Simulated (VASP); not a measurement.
Energy against volume of ZnS (zinc blende). Level of theory: revTPSS meta-GGA, VASP's PBE PAW potentials (set 64) (plane waves; VASP). Numerical set-up: 520 eV cut-off, 9×9×9 Γ-centred mesh, Gaussian smearing of 0.050 eV, potentials Zn S.

```tsv
V (Å³/atom)	E (eV/atom)
18.429	-1.39151
19.017	-1.40833
19.605	-1.41531
20.193	-1.41413
```

Q: Fit these four points and predict the energy of the run at 20.782 Å³/atom.

A: A cubic in V^(−2/3), the third-order Birch-Murnaghan form, passes through the four points with V0 = 19.80 Å³/atom and B0 = 70 GPa, and gives -1.4062 eV/atom there. The run gave -1.4059 eV/atom, +0.3 meV/atom from the fit; all five points give B0 = 72 GPa.

The compound is ZnS in the zinc blende structure. It was relaxed first.
